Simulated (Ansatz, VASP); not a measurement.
**One calculation of Ge3W2, two programs**

The input INCAR:

```
SYSTEM = Ge3W2
ALGO = Normal ; EDIFF = 1E-7
ENCUT = 520 ; GGA = PE
ISIF = 2 ; ISMEAR = 0
LASPH = .TRUE. ; LCHARG = .TRUE.
LELF = .TRUE. ; LREAL = .FALSE.
LVHAR = .TRUE. ; LWAVE = .FALSE.
NBANDS = 43 ; NELM = 100
PREC = Accurate ; SIGMA = 0.1
```

Contents of KPOINTS:

```
k-points
0
G
  3 3 3
  0 0 0
```

The input POSCAR:

```
Ge3W2
1.0
    3.9773003300      2.2962954100      3.4305132800
   -3.9773003300      2.2962954100      3.4305132800
    0.0000000000     -4.5925908300      3.4305132800
Ge W
3 2
Direct
    0.5000000000      0.5000000000      0.0000000000
    0.0000000000      0.5000000000      0.5000000000
    0.5000000000      0.0000000000      0.5000000000
    0.9528563200      0.9528563200      0.9528563200
    0.0471436800      0.0471436800      0.0471436800
```

Input for Ansatz:

```yaml
crystal:
  lattice:
    - [3.97730033, 2.29629541, 3.43051328]
    - [-3.97730033, 2.29629541, 3.43051328]
    - [0.0, -4.59259083, 3.43051328]
  atoms:
    - { symbol: Ge, position: [0.5, 0.5, 0.0] }
    - { symbol: Ge, position: [0.0, 0.5, 0.5] }
    - { symbol: Ge, position: [0.5, 0.0, 0.5] }
    - { symbol: W, position: [0.95285632, 0.95285632, 0.95285632] }
    - { symbol: W, position: [0.04714368, 0.04714368, 0.04714368] }
basis:
  ecutwfc: 420
kpoints:
  mp_grid: { grid: [3, 3, 3] }
hamiltonian:
  xc: pbe
scf:
  occupations: { method: gaussian, width: 0.1 }
  lower_state_search: "off"
output:
  forces: true
  stress: true
  eigenvalues: true
```

Alike in both runs: task single point; functional PBE; k mesh 3 × 3 × 3; occupations gaussian, width 0.1 eV; no spin polarisation.

|  | VASP | Ansatz |
| --- | --- | --- |
| version | VASP 6.6.1 | Ansatz 0.2.0 |
| potentials or method | VASP PAW PBE potentials, release 64 (Ge_d, W_sv) | scalar-relativistic, plane waves, PAW |
| plane-wave cutoff (eV) | 520 | 420 |
| valence electrons in the cell | 70 | 70 |

Ansatz gave:

| Property | Result |
| --- | --- |
| gap on the k mesh at the Fermi level (eV) | none |
| rms of the force components (eV/Å) | 522.117 |

Q: Which values does VASP return?

A: gap on the k mesh at the Fermi level (eV): none; rms of the force components (eV/Å): 543.828.

Atom by atom the forces differ by 21.711 eV/Å (rms over components). A gap of «none» marks a metal or a gap that the smearing closes.

Caveats: the k mesh is coarse (spacing up to 0.37 Å⁻¹), so the values aren't converged; forces of over 1 eV/Å show positions far from the minimum, so gaps and moduli don't describe the material at rest. Spin-orbit coupling is left out, which matters for the levels of W.
